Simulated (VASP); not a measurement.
Data:

```xyz
4
Lattice="3.2272 0.0000 0.0000 -1.6136 2.7948 0.0000 0.0000 0.0000 6.4121" Properties=species:S:1:pos:R:3 pbc="T T T"
W      0.0000     0.0000     6.4121
W      0.0000     0.0000     3.2061
P      0.0000     1.8632     1.6030
P      1.6136     0.9316     4.8091
```

Computed with r2SCAN meta-GGA, VASP's PBE PAW potentials (set 64) (plane waves; VASP 6.6.1). Numerical set-up: 400 eV cut-off, 12×12×6 Γ-centred mesh, tetrahedra with Blöchl corrections, potentials W_sv P.

Task: Give the energies of bands 11 to 22 at the high-symmetry points, in eV from the Fermi level.

Result: 
| band | Γ | M | K | A | L | H |
|---|---|---|---|---|---|---|
| 11 | -9.69 | -9.27 | -8.18 | -7.01 | -8.20 | -7.14 |
| 12 | -4.87 | -7.27 | -7.13 | -7.01 | -8.20 | -7.14 |
| 13 | -4.66 | -6.00 | -7.13 | -3.77 | -5.66 | -6.65 |
| 14 | -4.66 | -5.34 | -5.86 | -3.77 | -5.66 | -6.65 |
| 15 | -2.21 | -4.63 | -5.86 | -3.77 | -4.26 | -5.93 |
| 16 | -2.21 | -4.39 | -4.33 | -3.77 | -4.26 | -5.93 |
| 17 | -2.19 | -3.07 | -1.72 | -1.00 | -3.22 | -2.21 |
| 18 | -1.79 | -1.79 | -1.72 | -1.00 | -3.22 | -2.21 |
| 19 | -1.79 | -0.68 | 0.25 | -1.00 | 1.92 | 1.08 |
| 20 | 0.38 | 1.78 | 0.25 | -1.00 | 1.92 | 1.08 |
| 21 | 0.38 | 2.09 | 0.50 | -0.94 | 1.97 | 2.12 |
| 22 | 0.59 | 2.44 | 1.64 | -0.94 | 1.97 | 2.12 |

It has no gap at this level: it comes out as a metal or semimetal.

The structure was generated: WP was put into the NiAs type type (P6_3/mmc), which need not be its known phase. It was relaxed first, which changed the volume by -39 %.
